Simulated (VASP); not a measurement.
Data:

```yaml
crystal:
  lattice:
    - [4.16861, 2.08275, 2.08275]
    - [2.08275, 4.16861, 2.08275]
    - [2.08275, 2.08275, 4.16861]
  atoms:
    - { symbol: Ni, position: [0.00000, 0.00000, 0.00000], spin: 1.3 }
    - { symbol: Ni, position: [0.50000, 0.50000, 0.50000], spin: -1.3 }
    - { symbol: O, position: [0.25000, 0.25000, 0.25000] }
    - { symbol: O, position: [0.75000, 0.75000, 0.75000] }
```

Method: PBE GGA with D3 dispersion (zero damping), VASP's PBE PAW potentials (set 64) (plane waves; VASP 6.6.1). Numerical set-up: 520 eV cut-off, 10×10×10 Γ-centred mesh, tetrahedra with Blöchl corrections, potentials Ni O.

The cores are frozen, which limits the accuracy of field gradients.

Give the principal components of the electric field gradient (V/Å²) and the asymmetry η at each nucleus.

| atom | Vxx | Vyy | Vzz | η |
|---|---|---|---|---|
| Ni1 | -0.8 | -0.8 | 1.7 | 0.00 |
| Ni2 | -0.8 | -0.8 | 1.7 | 0.00 |
| O3 | 1.6 | 1.6 | -3.1 | 0.00 |
| O4 | 1.6 | 1.6 | -3.1 | 0.00 |

The compound is NiO in the rock salt, AFM-II order structure. It was relaxed first.
